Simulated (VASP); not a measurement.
A run of VASP 6.6.1 is set up as follows.

File INCAR:

```
PREC = Accurate
ENCUT = 520
EDIFF = 1E-6
ISMEAR = 0
SIGMA = 0.01
LREAL = False
LASPH = True
NELM = 60
ALGO = Normal
ISIF = 2
LWAVE = False
LCHARG = False
GGA = ML
LUSE_VDW = True
AGGAC = 0.0
ZAB_VDW = -1.8867
NBANDS = 17
```

KPOINTS

```
regular mesh
0
Gamma
  1 1 1
```

The input POSCAR:

```
H2CBrN
1.0
   13.0000000000      0.0000000000      0.0000000000
    0.0000000000     11.0000000000      0.0000000000
    0.0000000000      0.0000000000     11.0000000000
N C Br H
1 1 1 2
Cartesian
    5.5592999800      4.9496000400      5.6452000000
    6.6652999400      5.4592000100      5.3867000000
    8.1563999400      5.1805000500      6.5253999800
    4.8696000600      5.1972000300      4.9358999800
    6.9402000200      6.0924000500      4.5426000400
```

Potentials or basis: VASP PAW PBE potentials, release 64 (N, C, Br, H).

The run is started by

```sh
$ cat potpaw_PBE.64/N/POTCAR potpaw_PBE.64/C/POTCAR potpaw_PBE.64/Br/POTCAR potpaw_PBE.64/H/POTCAR > POTCAR
$ mpirun -np 1 vasp_gam > vasp.out
```

(1) What does it give for the gap between the frontier levels?

(2) Estimate the largest force.

Results:

(1) 5.04 eV.

(2) 0.994 eV/Å.

Caveat: the standard files for N, O and F lose accuracy on very short bonds; the PAW data sets were made with another functional, which shifts forces and pressure a little.
